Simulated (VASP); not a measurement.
# Lattice vibrations of SnSe2, part 5 of 5

Wanted: whether SnSe2 is dynamically stable, and its vibrational spectrum. The start is a cell from a database of measured crystal structures.

VASP 6.6.1; PBEsol; plane waves and PAW (Sn_d, Se).

So far. Step 2 (Relax the host): The run ended after 6 ionic steps, 0.034 eV below its first step, once forces and stress met EDIFFG = -0.02. Step 3 (Tight relaxation): The run ended after 13 ionic steps, 0.003 eV below its first step, once forces and stress met EDIFFG = -0.002.

### Step 5. Force constants in the supercell (continued)

OUTCAR, selected parts (step 5):

```text
   k-points           NKPTS =      4   k-points in BZ     NKDIM =      4   number of bands    NBANDS=    272

   ENCUT  =  350.0 eV  25.72 Ry    5.07 a.u.  17.47 17.47 18.66*2*pi/ulx,y,z

   NELECT =     468.0000    total number of electrons

 E-fermi :   4.3463

 k-point     1 :       0.0000    0.0000    0.0000
  band No.  band energies     occupation
    ...
    230       3.9289      2.00000
    231       3.9289      2.00000
    232       3.9580      2.00000
    233       3.9580      2.00000
    234       4.0150      2.00000
    235       4.9509      0.00000
    236       5.0762      0.00000
    237       5.0762      0.00000
    238       5.1185      0.00000
    239       5.1185      0.00000
    ...

 POSITION                                       TOTAL-FORCE (eV/Angst)
 -----------------------------------------------------------------------------------
      0.00000      0.00000      0.00000        -0.000101     -0.000058      0.000102
      0.00000      0.00000      6.11581         0.022382      0.012923     -0.030672
     -1.90912      3.30669      0.00000         0.000135     -0.000078      0.000186
     -1.90912      3.30669      6.11581        -0.001353      0.000781     -0.004311
     -3.81824      6.61338      0.00000         0.000000      0.000156      0.000186
     -3.81824      6.61338      6.11581        -0.000000     -0.001562     -0.004311
      3.81824      0.00000      0.00000         0.000101     -0.000058      0.000102
      3.81824      0.00000      6.11581        -0.022382      0.012923     -0.030672
      1.90912      3.30669      0.00000         0.000000      0.000117      0.000102
      1.90912      3.30669      6.11581        -0.000000     -0.025845     -0.030672
     -0.00000      6.61338      0.00000         0.000177      0.000102      0.000529
     -0.00000      6.61338      6.11581        -0.001032     -0.000596     -0.003036
      7.63647      0.00000      0.00000        -0.000000     -0.000204      0.000529
      7.63647      0.00000      6.11581         0.000000      0.001192     -0.003036
      5.72735      3.30669      0.00000        -0.000135     -0.000078      0.000186
      5.72735      3.30669      6.11581         0.001353      0.000781     -0.004311
      3.81824      6.61338      0.00000        -0.000177      0.000102      0.000529
      3.81824      6.61338      6.11581         0.001032     -0.000596     -0.003036
      1.90912      1.10223      4.51319        -0.000000      0.000000      0.116804
      1.90912      1.10223     10.64400        -0.000000      0.000000      0.005862
      0.00000      4.40892      4.52819         0.000351      0.001692      0.009223
      0.00000      4.40892     10.64400         0.000966     -0.000499      0.005767
     -1.90912      7.71561      4.52819         0.001641     -0.000542      0.009223
     -1.90912      7.71561     10.64400         0.000051      0.001086      0.005767
[...]
-----------------------------------------------------------------------------------
    total drift:                               -0.000004     -0.000002      0.001449

  FREE ENERGIE OF THE ION-ELECTRON SYSTEM (eV)
  ---------------------------------------------------
  free  energy   TOTEN  =      -233.3904900452 eV

  energy  without entropy=     -233.3904900452  energy(sigma->0) =     -233.39049005

 Eigenvectors and eigenvalues of the dynamical matrix
 ----------------------------------------------------

   1 f  =    7.566636 THz    47.542573 2PiTHz  252.395794 cm-1    31.293076 meV
             X         Y         Z           dx          dy          dz
      0.000000  0.000000  0.000000    -0.000000    0.000000   -0.178530
      0.000000  0.000000  6.115814    -0.000000   -0.000000    0.178530
     -1.909118  3.306689  0.000000     0.000000    0.000000   -0.178530
     -1.909118  3.306689  6.115814     0.000000   -0.000000    0.178530
     -3.818236  6.613379  0.000000     0.000000    0.000000   -0.178530
     -3.818236  6.613379  6.115814     0.000000   -0.000000    0.178530
      3.818236  0.000000  0.000000     0.000000    0.000000   -0.178530
      3.818236  0.000000  6.115814    -0.000000    0.000000    0.178530
      1.909118  3.306689  0.000000     0.000000    0.000000   -0.178530
      1.909118  3.306689  6.115814     0.000000    0.000000    0.178530
     -0.000000  6.613379  0.000000     0.000000    0.000000   -0.178530
     -0.000000  6.613379  6.115814    -0.000000   -0.000000    0.178530
      7.636472  0.000000  0.000000     0.000000    0.000000   -0.178530
      7.636472  0.000000  6.115814     0.000000   -0.000000    0.178530
      5.727354  3.306689  0.000000     0.000000    0.000000   -0.178530
      5.727354  3.306689  6.115814    -0.000000   -0.000000    0.178530
      3.818236  6.613379  0.000000     0.000000    0.000000   -0.178530
      3.818236  6.613379  6.115814    -0.000000    0.000000    0.178530
      1.909118  1.102230  4.528187     0.000000    0.000000   -0.108817
      1.909118  1.102230 10.644001    -0.000000   -0.000000    0.108817
      0.000000  4.408919  4.528187    -0.000000    0.000000   -0.108817
      0.000000  4.408919 10.644001    -0.000000   -0.000000    0.108817
     -1.909118  7.715609  4.528187     0.000000    0.000000   -0.108817
     -1.909118  7.715609 10.644001    -0.000000   -0.000000    0.108817
[...]
3.818236  8.817839  1.587627     0.000000   -0.000000    0.108817
      3.818236  8.817839  7.703442     0.000000   -0.000000   -0.108817

   2 f  =    7.339881 THz    46.117833 2PiTHz  244.832078 cm-1    30.355295 meV
             X         Y         Z           dx          dy          dz
      0.000000  0.000000  0.000000     0.000000    0.000000   -0.178072
      0.000000  0.000000  6.115814     0.000000    0.000000   -0.178072
     -1.909118  3.306689  0.000000     0.000000    0.000000   -0.178072
     -1.909118  3.306689  6.115814     0.000000    0.000000   -0.178072
     -3.818236  6.613379  0.000000     0.000000   -0.000000   -0.178072
     -3.818236  6.613379  6.115814     0.000000    0.000000   -0.178072
      3.818236  0.000000  0.000000     0.000000    0.000000   -0.178072
      3.818236  0.000000  6.115814     0.000000    0.000000   -0.178072
      1.909118  3.306689  0.000000     0.000000   -0.000000   -0.178072
      1.909118  3.306689  6.115814     0.000000   -0.000000   -0.178072
     -0.000000  6.613379  0.000000     0.000000    0.000000   -0.178072
     -0.000000  6.613379  6.115814    -0.000000   -0.000000   -0.178072
      7.636472  0.000000  0.000000    -0.000000    0.000000   -0.178072
      7.636472  0.000000  6.115814    -0.000000    0.000000   -0.178072
      5.727354  3.306689  0.000000    -0.000000   -0.000000   -0.178072
      5.727354  3.306689  6.115814    -0.000000   -0.000000   -0.178072
      3.818236  6.613379  0.000000     0.000000   -0.000000   -0.178072
      3.818236  6.613379  6.115814    -0.000000   -0.000000   -0.178072
      1.909118  1.102230  4.528187     0.000000   -0.000000    0.109193
      1.909118  1.102230 10.644001    -0.000000   -0.000000    0.109193
      0.000000  4.408919  4.528187    -0.000000   -0.000000    0.109193
      0.000000  4.408919 10.644001    -0.000000   -0.000000    0.109193
     -1.909118  7.715609  4.528187    -0.000000   -0.000000    0.109193
     -1.909118  7.715609 10.644001    -0.000000   -0.000000    0.109193
[...]
3.818236  8.817839  1.587627     0.000000    0.000000    0.109193
      3.818236  8.817839  7.703442     0.000000   -0.000000    0.109193

   3 f  =    6.476721 THz    40.694437 2PiTHz  216.040154 cm-1    26.785553 meV
             X         Y         Z           dx          dy          dz
    [... 9114 further lines ...]
      5.727354  5.511149  7.703442     0.025437   -0.123209    0.000000
      3.818236  8.817839  1.587627     0.025437   -0.123209    0.000000
      3.818236  8.817839  7.703442     0.025437   -0.123209    0.000000

 ELASTIC MODULI CONTR FROM IONIC RELAXATION (kBar)
 Direction    XX          YY          ZZ          XY          YZ          ZX
 --------------------------------------------------------------------------------
 XX           0.0000      0.0000      0.0000      0.0000      0.0000      0.0000
 YY           0.0000      0.0000      0.0000      0.0000      0.0000      0.0000
 ZZ           0.0000      0.0000      0.0000      0.0000      0.0000      0.0000
 XY           0.0000      0.0000      0.0000      0.0000      0.0000      0.0000
 YZ           0.0000      0.0000      0.0000      0.0000      0.0000      0.0000
 ZX           0.0000      0.0000      0.0000      0.0000      0.0000      0.0000
 --------------------------------------------------------------------------------

[... 1 part as in an earlier step ...]

[... 11 further parts left out ...]
```

The last energy, forces, stress and levels in OUTCAR belong to the last displaced cell, not to the cell of POSCAR.

Numbers from this step:

| Item | Value |
| --- | --- |
| electrons | 468 |
| lowest frequency | -13.09 cm⁻¹ |
| highest frequency | 252.5 cm⁻¹ |

With the long-range dipole term. Phonon branches along the path, in cm⁻¹:

| point | branch 1 | branch 2 | branch 3 | branch 4 | branch 5 | branch 6 | branch 7 | branch 8 | branch 9 |
| --- | --- | --- | --- | --- | --- | --- | --- | --- | --- |
| Γ | 0 | 0 | 0 | 120 | 120 | 144 | 181 | 198 | 245 |
| 0.53 of the way | 31 | 55 | 96 | 108 | 151 | 152 | 167 | 190 | 216 |
| M | 59 | 66 | 99 | 116 | 145 | 159 | 170 | 173 | 216 |
| 0.53 of the way | 51 | 87 | 114 | 124 | 142 | 158 | 168 | 178 | 203 |
| K | 51 | 107 | 107 | 146 | 146 | 152 | 154 | 188 | 188 |
| 0.53 of the way | 24 | 62 | 94 | 123 | 132 | 160 | 167 | 203 | 204 |
| Γ | 0 | 0 | 0 | 120 | 120 | 144 | 181 | 198 | 245 |
| 0.47 of the way | 14 | 14 | 19 | 113 | 113 | 148 | 148 | 181 | 252 |
| A | 23 | 23 | 29 | 107 | 107 | 151 | 151 | 181 | 252 |
| 0.53 of the way | 30 | 54 | 96 | 112 | 151 | 152 | 164 | 187 | 211 |
| L | 55 | 70 | 114 | 117 | 141 | 152 | 172 | 172 | 214 |
| 0.47 of the way | 55 | 89 | 112 | 127 | 132 | 156 | 168 | 177 | 206 |
| H | 57 | 109 | 109 | 137 | 137 | 152 | 159 | 190 | 190 |
| 0.47 of the way | 35 | 70 | 99 | 122 | 137 | 163 | 163 | 195 | 198 |
| A | 23 | 23 | 29 | 107 | 107 | 151 | 151 | 181 | 252 |
| jump to L | 55 | 70 | 114 | 117 | 141 | 152 | 172 | 172 | 214 |
| 0.47 of the way | 57 | 68 | 109 | 115 | 143 | 155 | 170 | 173 | 215 |
| M | 59 | 66 | 99 | 116 | 145 | 159 | 170 | 173 | 216 |
| jump to K | 51 | 107 | 107 | 146 | 146 | 152 | 154 | 188 | 188 |
| 0.53 of the way | 54 | 109 | 109 | 141 | 141 | 152 | 157 | 189 | 189 |
| H | 57 | 109 | 109 | 137 | 137 | 152 | 159 | 190 | 190 |

The phonon branches as a text plot (rows in cm⁻¹):

```
    247 |*                    *******                  **
    236 | *                 **                        *
    225 |  *               *         *               *
    214 |   *******                   ******        *    ****
    203 |***       *    *******             **   ***
    192 |   *       **** *            *       ***  ***       ****
    181 |**  **    ** ***   ********** *    ***  **   ***
    169 |  *********    ****         *********   ** **   ****
    158 |    **************         *  *    ************ ********
    147 |***** ********    *****************   *      *** *******
    136 |  *        * *** **         *    ************   *     **
    125 |**        *    *** **              **  ****  *
    114 |**** ******* ***  *******  **************  ** * ****  **
    103 |    *****  ***  *        ***  *      * * **  ***  ****
     92 |   *      *   *  *           *      *   *
     81 |         *     *                   *     * *
     70 |  *   ***       * *         *  ****       * *   ****
     59 |    ******       *            *  *******   *    ****  **
     48 |   * *    ******  **       * * **       **  **      **
     37 | ** *           *   *       * *           *  **
     26 | * *             * *    **** *             *  **
     15 |*                   *  **  **               **
      4 |*                    **
     -8 |***               ***
         Γ      M    K        Γ   A       L    H       A|L M|K  H
```

The phonon density of states has structure finer than the step of the table below, so its rows give means over 10 cm⁻¹, whole bins alone (the curve runs from -39.7 to 279 cm⁻¹). Peaks (cm⁻¹: height): 52.4: 0.0606, 112.5: 0.106, 139.1: 0.0623, 165.8: 0.106, 211.2: 0.0463.

Table of phonon density of states by frequency; means over each step:

| frequency (cm⁻¹) | phonon density of states (states/cm⁻¹/cell) |
| --- | --- |
| -30 | 0 |
| -20 | 2.0e-4 |
| -10 | 0.00327 |
| 0 | 0.00162 |
| 10 | 0.00754 |
| 20 | 0.0135 |
| 30 | 0.0164 |
| 40 | 0.0251 |
| 50 | 0.0501 |
| 60 | 0.0307 |
| 70 | 0.0283 |
| 80 | 0.0209 |
| 90 | 0.0190 |
| 100 | 0.0280 |
| 110 | 0.0829 |
| 120 | 0.0550 |
| 130 | 0.0401 |
| 140 | 0.0586 |
| 150 | 0.0534 |
| 160 | 0.0958 |
| 170 | 0.0853 |
| 180 | 0.0460 |
| 190 | 0.0338 |
| 200 | 0.0353 |
| 210 | 0.0419 |
| 220 | 0.0155 |
| 230 | 0.00533 |
| 240 | 0.00425 |
| 250 | 0.00227 |
| 260 | 7.7e-5 |
| 270 | 0 |

### Step 6. Summary of results

| Quantity | Value |
| --- | --- |
| highest frequency | 252 cm⁻¹ |
| lowest frequency | -13.1 cm⁻¹ |

In words: The spectrum reaches 252 cm⁻¹, and its lowest point lies at -13 cm⁻¹. The crystal is layered and no dispersion term is used, so the spacing and binding between its layers, and what hangs on them, are unreliable. At the wave vectors that fit the supercell, which are computed directly, every mode is real; only interpolated points are imaginary, so stability is left open here. Frequencies between the wave vectors that fit the supercell are interpolated.

[Lines on the potential files, build, host, timing and source positions are cut from VASP's logs without a mark.]

[Logs are printed without paths, hosts, clocks, repeated set-up lines and the standing remarks that a program may print on its own settings, such as how far it seeks lower states.]

[Hosts, paths, dates, database ids (printed as entryN), source tags and the programs' standing remarks are cut or masked in the printed files.]

[Runs that stopped without an error message from VASP are left out.]
